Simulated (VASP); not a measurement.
# ZrB2: the relaxed cell at several levels

How close do the usual functionals, with and without dispersion, come to the cell of ZrB2? The levels: PBE, LDA, r2SCAN and PBE + D3(BJ). LASPH is on for some levels and off for others; the table marks which. The start is a cell from a database of measured crystal structures.

Calculated with VASP 6.6.1; PBE; plane waves and PAW (Zr_sv, B), in the first sound run; inputs show where later runs differ.

Most raw output is cut from this account.

The database entry behind the starting cell differs from later determinations by our own check (rounded, c about 0.3 % short), so it need not match the best structure at ambient conditions.

### Step 1. Starting point

Before any relaxation, the start is as follows. Symmetry: P6/mmm, No. 191, hexagonal system. Conventional cell: a = 3.165 Å, b = 3.165 Å, c = 3.520 Å, α = 90.00°, β = 90.00°, γ = 120.00°. Zr has 12 B at 2.54 Å nearest. Nearest to B lie 3 B at 1.83 Å and 6 Zr at 2.54 Å. Farther neighbours are not listed.

Coordinates:

```xyz
3
Lattice="3.1650 0.0000 0.0000 -1.5825 2.7410 0.0000 0.0000 0.0000 3.5200" Properties=species:S:1:pos:R:3 pbc="T T T"
Zr    0.0000    0.0000    0.0000
B     0.0000    1.8273    1.7600
B     1.5825    0.9137    1.7600
```

### Step 2. Relaxation with PBE

The start need not lie at this functional's minimum. ISIF = 3 frees volume, shape and positions, and EDIFFG sets the threshold on forces and stress at which the search stops. PBE, the usual starting point, adds the gradient of the density.

Input file INCAR:

```
SYSTEM = ZrB2
PREC = Accurate
ENCUT = 520
EDIFF = 1E-06
NELM = 100
ISMEAR = -1
SIGMA = 0.05
LREAL = .FALSE.
ALGO = Normal
GGA = PE
NBANDS = 15
LORBIT = 11
LWAVE = .FALSE.
LCHARG = .FALSE.
KPAR = 2
IBRION = 2
NSW = 60
ISIF = 3
EDIFFG = -0.01
```

Input file POSCAR:

```
ZrB2
1.0
    3.1650000000      0.0000000000      0.0000000000
   -1.5825000000      2.7409704030      0.0000000000
    0.0000000000      0.0000000000      3.5200000000
Zr B
1 2
Direct
    0.0000000000      0.0000000000      0.0000000000
    0.3333333333      0.6666666667      0.5000000000
    0.6666666667      0.3333333333      0.5000000000
```

Input file KPOINTS:

```
Automatic mesh
0
Gamma
8 8 6
0 0 0
```

PAW data sets: Zr_sv and B (PBE family, release 64).

On the command line:

```console
$ mpirun -np 2 vasp_std
```

Run time: 31 s. Hardware: 2 MPI ranks of AMD EPYC 7R43, shared host; peak memory 0.23 GiB.

The k-mesh is coarse for a metal. The run keeps the 24 symmetry operations of its start, so it cannot find a distortion of lower symmetry.

Step by step:

```tsv
step	energy less that of the first step (eV)	largest force (eV/Å)	pressure (GPa)	volume (Å³)
1	0.0000	0.0000	2.56	30.54
2	0.0008	0.0000	-2.96	31.26
3	-0.0028	0.0000	-0.08	30.87
4	-0.0029	0.0000	0.00	30.87
```

```tsv
conventional cell, symmetrised	before	after	change
a (Å)	3.165	3.172	+0.2 %
b (Å)	3.165	3.172	+0.2 %
c (Å)	3.520	3.542	+0.6 %
volume (Å³/atom)	10.18	10.29	+1.1 %
```

Final coordinates:

```cif
data_structure
_symmetry_space_group_name_H-M 'P 1'
_symmetry_Int_Tables_number 1
_cell_length_a 3.1721
_cell_length_b 3.1721
_cell_length_c 3.5420
_cell_angle_alpha 90.000
_cell_angle_beta 90.000
_cell_angle_gamma 120.000
_cell_volume 30.87
loop_
_atom_site_label
_atom_site_type_symbol
_atom_site_fract_x
_atom_site_fract_y
_atom_site_fract_z
_atom_site_occupancy
Zr1 Zr 0.00000 0.00000 0.00000 1
B2 B 0.33333 0.66667 0.50000 1
B3 B 0.66667 0.33333 0.50000 1
```

This step gave:

- electrons: 18
- bands: 15
- irreducible k-points: 40
- symmetry operations: 24
- free energy (TOTEN): -24.98 eV
- energy at zero smearing: -24.98 eV
- Fermi energy: 10.61 eV
- pressure: -0.003890 GPa
- metallic, judged on the points sampled: yes
- SCF cycles over all ionic steps: 33

It ends with forces that vanish by symmetry and a pressure of 0.00 GPa. The volume lies +1.1 % from that of the database's start. The conventional cell has a = 3.172 and c = 3.542 Å.

### Step 3. Relaxation with LDA

This step: LDA; plane waves and PAW (Zr_sv, B) (VASP 6.6.1).

LDA, the lowest rung, knows the local density alone.

Changes to INCAR since step 2:

```diff
@@ -9,3 +9,3 @@
 ALGO = Normal
-GGA = PE
+GGA = CA
 NBANDS = 15
```

POSCAR is that of step 2.

KPOINTS is that of step 2.

On the command line:

```console
$ mpirun -np 2 vasp_std
```

Wall time 24 s (2 MPI ranks); peak memory 0.22 GiB.

The PAW data sets were made with PBE, though LDA sets exist; this is a small mismatch.

The steps of the relaxation:

```tsv
step	energy less that of the first step (eV)	largest force (eV/Å)	pressure (GPa)	volume (Å³)
1	0.0000	0.0000	-6.22	30.54
2	0.0115	0.0000	9.07	28.82
3	-0.0150	0.0000	-0.06	29.79
```

```tsv
conventional cell, symmetrised	before	after	change
a (Å)	3.165	3.138	-0.9 %
b (Å)	3.165	3.138	-0.9 %
c (Å)	3.520	3.493	-0.8 %
volume (Å³/atom)	10.18	9.93	-2.5 %
```

Final coordinates:

```
Zr B
1.0
     3.13780    0.00000    0.00000
    -1.56890    2.71742    0.00000
     0.00000    0.00000    3.49349
Zr B
1 2
Cartesian
  0.0000 0.0000 0.0000
  0.0000 1.8116 1.7467
  1.5689 0.9058 1.7467
```

Numbers from this step:

- free energy (TOTEN): -27.28 eV
- energy at zero smearing: -27.28 eV
- Fermi energy: 10.77 eV
- pressure: -0.05903 GPa
- SCF cycles over all ionic steps: 31

It ends at 9.929 Å³/atom, -2.5 % from the start, with -0.06 GPa left. The conventional cell has a = 3.138 and c = 3.493 Å.

### Step 4. Relaxation with r2SCAN

This step: r2SCAN; plane waves and PAW (Zr_sv, B) (VASP 6.6.1).

r2SCAN adds the kinetic-energy density, costs more than a GGA and is run with LASPH.

Changes to INCAR since step 3:

```diff
@@ -9,3 +9,4 @@
 ALGO = Normal
-GGA = CA
+METAGGA = R2SCAN
+LASPH = .TRUE.
 NBANDS = 15
```

POSCAR is that of step 3.

KPOINTS is that of step 3.

On the command line:

```console
$ mpirun -np 2 vasp_std
```

Elapsed: 2 min, on 2 MPI ranks; peak memory 0.24 GiB.

The PAW data sets were made with PBE, which is usual practice but a small mismatch for other functionals.

Step by step:

```tsv
step	energy less that of the first step (eV)	largest force (eV/Å)	pressure (GPa)	volume (Å³)
1	0.0000	0.0000	2.54	30.54
2	-0.0001	0.0000	-2.97	31.25
3	-0.0034	0.0000	-0.30	30.89
4	-0.0038	0.0000	0.06	30.86
```

```tsv
conventional cell, symmetrised	before	after	change
a (Å)	3.165	3.168	+0.1 %
b (Å)	3.165	3.168	+0.1 %
c (Å)	3.520	3.551	+0.9 %
volume (Å³/atom)	10.18	10.29	+1.1 %
```

The relaxed structure:

```
Zr B
1.0
     3.16762    0.00000    0.00000
    -1.58381    2.74324    0.00000
     0.00000    0.00000    3.55143
Zr B
1 2
Direct
  0.00000 0.00000 0.00000
  0.33333 0.66667 0.50000
  0.66667 0.33333 0.50000
```

It ends at 10.29 Å³/atom, +1.1 % from the start, with 0.06 GPa left. The conventional cell has a = 3.168 and c = 3.551 Å.

### Step 5. Relaxation with PBE + D3(BJ)

This step: PBE with D3(BJ); plane waves and PAW (Zr_sv, B) (VASP 6.6.1).

A dispersion term adds the long-range attraction that semilocal functionals lack. D3 with Becke-Johnson damping keeps a finite attraction at short range.

Changes to INCAR since step 4:

```diff
@@ -9,4 +9,4 @@
 ALGO = Normal
-METAGGA = R2SCAN
-LASPH = .TRUE.
+GGA = PE
+IVDW = 12
 NBANDS = 15
```

POSCAR is that of step 4.

KPOINTS is that of step 4.

On the command line:

```console
$ mpirun -np 2 vasp_std
```

Wall time 27 s (2 MPI ranks); peak memory 0.27 GiB.

Dispersion corrections of this kind ignore metallic screening and tend to overbind metals.

The steps of the relaxation:

```tsv
step	energy less that of the first step (eV)	largest force (eV/Å)	pressure (GPa)	volume (Å³)
1	0.0000	0.0000	-3.75	30.54
2	0.0033	0.0000	5.08	29.50
3	-0.0058	0.0000	0.04	30.07
4	-0.0058	0.0000	-0.02	30.08
5	-0.0058	0.0000	-0.07	30.08
```

```tsv
conventional cell, symmetrised	before	after	change
a (Å)	3.165	3.146	-0.6 %
b (Å)	3.165	3.146	-0.6 %
c (Å)	3.520	3.510	-0.3 %
volume (Å³/atom)	10.18	10.03	-1.5 %
```

Final coordinates:

```xyz
3
Lattice="3.1459 0.0000 0.0000 -1.5730 2.7244 0.0000 0.0000 0.0000 3.5100" Properties=species:S:1:pos:R:3 pbc="T T T"
Zr    0.0000    0.0000    0.0000
B     0.0000    1.8163    1.7550
B     1.5730    0.9081    1.7550
```

It ends at 10.03 Å³/atom, -1.5 % from the start, with -0.07 GPa left. The conventional cell has a = 3.146 and c = 3.510 Å. Against plain PBE, the dispersion term moves a by -0.8 % and c by -0.9 %.

### Step 6. The cells as a table

This step: relaxed cells at several levels; plane waves and PAW (VASP 6.6.1).

This step runs nothing: it gathers the runs above.

Lengths are those of the conventional cell; cost is the wall time of each run, as given at its step, times its ranks, without the set-up around it; LASPH differs between rows, which moves results and costs too. Results by level, by row:

```tsv
level	volume (Å³/atom)	change from the start (%)	a (Å)	c (Å)	cost (core minutes)	LASPH
PBE	10.29	1.1	3.172	3.542	1.03	off
LDA	9.93	-2.5	3.138	3.493	0.8	off
r2SCAN	10.29	1.1	3.168	3.551	4.03	on
PBE + D3(BJ)	10.03	-1.5	3.146	3.51	0.9	off
```

### Step 7. Results

* volume, PBE: 10.29 Å³/atom
* volume, LDA: 9.929 Å³/atom
* volume, r2SCAN: 10.29 Å³/atom
* volume, PBE + D3(BJ): 10.03 Å³/atom

What this shows: For ZrB2 the levels give volumes between 9.929 Å³/atom (LDA) and 10.29 Å³/atom (PBE), a spread of 3.6 %, while the cost of the finished runs spans a factor of 5.0. Against the volume of the start, a cell from experiment, PBE and r2SCAN come nearest (+1.1 %) and LDA lies farthest (-2.5 %); thermal expansion is in that cell alone. Within 2 % of it: PBE, r2SCAN and PBE + D3(BJ). The costs hold the number of ionic steps as well as the price of the functional. Against the listed lengths the levels give a from -0.9 % to +0.2 % and c from -0.8 % to +0.9 %. Adding D3(BJ) to PBE changes the volume by -2.5 % (a by -0.8 % and c by -0.9 %). Pairwise corrections of the D and TS kind ignore the screening in a metal, so they may overbind here. Within 0.02 Å all end in space group P6/mmm; the runs can't lower the symmetry of the start. The k-sampling is coarse for a metal, so the Fermi level, pressures and the shape of the cell carry errors. LASPH is on for some levels and off for others, so differences between them are not the functional's alone. Each is a single relaxation on the plane waves of the start cell, so larger changes of volume carry a basis-set error that was not tested here. Zero-point and thermal expansion are not included.

[Lines on the potential files, build, host, timing and source positions are cut from VASP's logs without a mark.]

[Logs are printed without paths, hosts, clocks, repeated set-up lines and the standing remarks that a program may print on its own settings, such as how far it seeks lower states.]

[Hosts, paths, dates, database ids (printed as entryN), source tags and the programs' standing remarks are cut or masked in the printed files.]

[A measured line is paired with the nearest computed mode of its activity, which favours agreement.]

[In band tables of VASP the shares of atoms and orbitals are scaled to a sum of 1 inside the atoms' spheres.]
